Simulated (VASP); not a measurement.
An input for Quantum ESPRESSO's pw.x (written as the equivalent of a VASP run, and not itself run):

```
&CONTROL
  calculation = 'scf'
  pseudo_dir = './pseudo'
  outdir = './out'
  tprnfor = .true.
  tstress = .true.
/
&SYSTEM
  ibrav = 0
  nat = 5
  ntyp = 3
  ecutwfc = 82
  occupations = 'smearing'
  smearing = 'fermi-dirac'
  degauss = 0.009996
  input_dft = 'pz'
/
&ELECTRONS
  conv_thr = 7.3e-08
  electron_maxstep = 100
/
ATOMIC_SPECIES
  Y 88.906 Y.upf
  Tl 204.380 Tl.upf
  C 12.011 C.upf
CELL_PARAMETERS angstrom
     4.9097300    0.0000000    0.0000000
     0.0000000    4.9097300    0.0000000
     0.0000000    0.0000000    4.9097300
ATOMIC_POSITIONS crystal
  Y    0.0000000  0.5000000  0.5000000
  Y    0.5000000  0.0000000  0.5000000
  Y    0.5000000  0.5000000  0.0000000
  Tl   0.0000000  0.0000000  0.0000000
  C    0.5000000  0.5000000  0.5000000
K_POINTS automatic
  6 6 6 0 0 0
```

Task: Translate this input to VASP (INCAR, KPOINTS, POSCAR, choice of POTCAR).

Result: One answer among several that fit: 
**INCAR**
```
# general
SYSTEM  = Y3TlC
PREC    = Accurate
ENCUT   = 400
LREAL   = .FALSE.
LASPH   = .TRUE.

# electronic loop
EDIFF   = 1E-6
NELM    = 100
ALGO    = Normal
LMAXMIX = 4

# smearing
ISMEAR  = -1
SIGMA   = 0.136

# ions
ISIF    = 2

# output
LWAVE   = .FALSE.
LCHARG  = .FALSE.
```

File POSCAR:
```
Y3TlC
1
    4.9097300000     0.0000000000     0.0000000000
    0.0000000000     4.9097300000     0.0000000000
    0.0000000000     0.0000000000     4.9097300000
Y Tl C
3 1 1
Direct
  0.0000000000   0.5000000000   0.5000000000
  0.5000000000   0.0000000000   0.5000000000
  0.5000000000   0.5000000000   0.0000000000
  0.0000000000   0.0000000000   0.0000000000
  0.5000000000   0.5000000000   0.5000000000
```

File KPOINTS:
```
Automatic
0
Gamma
  6 6 6
0 0 0
```

POTCAR, in this order: Y_sv Tl_d C (LDA.64 set). Program: vasp_std.

What does not carry over: the potentials are each code's own (VASP's PAW set, PseudoDojo norm-conserving files in pw.x), so ENCUT and ecutwfc are chosen apart and not converted; conv_thr bounds pw.x's estimated SCF error, while EDIFF bounds the energy change between steps.

The structure comes from a computed database's Y3TlC entry (Pm-3m); how it stands against other phases isn't given here. The cell was not relaxed at this level.
